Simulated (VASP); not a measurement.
Given:

```yaml
crystal:
  lattice:
    - [0.00000, 3.19159, 3.19159]
    - [3.19159, 0.00000, 3.19159]
    - [3.19159, 3.19159, 0.00000]
  atoms:
    - { symbol: Te, position: [0.50000, 0.50000, 0.50000] }
    - { symbol: Pb, position: [0.00000, 0.00000, 0.00000] }
```

Method: LDA (Ceperley-Alder, Perdew-Zunger), VASP's LDA PAW potentials (set 64) (plane waves; VASP). Numerical set-up: 400 eV cut-off, Gaussian smearing of 0.050 eV, potentials Te Pb_d.

Unless said otherwise, spin-orbit coupling is left out, though it shifts the bands of the heavy elements here.

**Question.** Give the energies of bands 7 to 13 at the high-symmetry points, in eV from the valence-band maximum.

**Answer.** 
```
band      Γ      X      U      L      W
----  -----  -----  -----  -----  -----
7     -5.59  -7.42  -8.17  -8.85  -8.19
8     -1.50  -4.82  -4.42  -0.99  -4.07
9     -1.50  -3.03  -2.51  -0.99  -4.07
10    -1.50  -3.03  -2.25   0.00  -0.41
11     4.02   3.08   3.53   0.56   1.54
12     4.02   5.51   3.76   1.10   5.15
13     4.02   5.51   5.02   1.10   5.15
```

The gap is direct, 0.56 eV, from the valence maximum at L to the conduction minimum at L.

The compound is PbTe in the rock salt structure. It was relaxed first.
